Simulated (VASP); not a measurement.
```
MgO
1.0
    0.00000     2.12345     2.12345
    2.12345     0.00000     2.12345
    2.12345     2.12345     0.00000
Mg O
1 1
Direct
  0.00000   0.00000   0.00000
  0.50000   0.50000   0.50000
```

Computed with PBE GGA, VASP's PBE PAW potentials (set 64) (plane waves; VASP). Settings: 520 eV cut-off, Gaussian smearing of 0.050 eV, potentials Mg O.

Problem. Give the energies of bands 2 to 5 at the high-symmetry points, in eV from the valence-band maximum.

Solution. 
| band | Γ | X | U | L | W |
|---|---|---|---|---|---|
| 2 | 0.00 | -3.98 | -3.40 | -4.51 | -2.88 |
| 3 | 0.00 | -1.31 | -2.64 | -0.63 | -2.88 |
| 4 | 0.00 | -1.31 | -1.11 | -0.63 | -1.73 |
| 5 | 4.49 | 9.09 | 9.97 | 7.74 | 11.48 |

The gap is direct, 4.49 eV, from the valence maximum at Γ to the conduction minimum at Γ.

Measured: gap 8.36 eV (computed value off by -3.87 eV), as given by Wei Chen et al., Physical Review Materials (2018), doi:10.1103/physrevmaterials.2.073803 [zero-point renormalisation of 0.53 eV added back (the table's ZPR column)].

The compound is MgO in the rock salt structure. It was relaxed first.
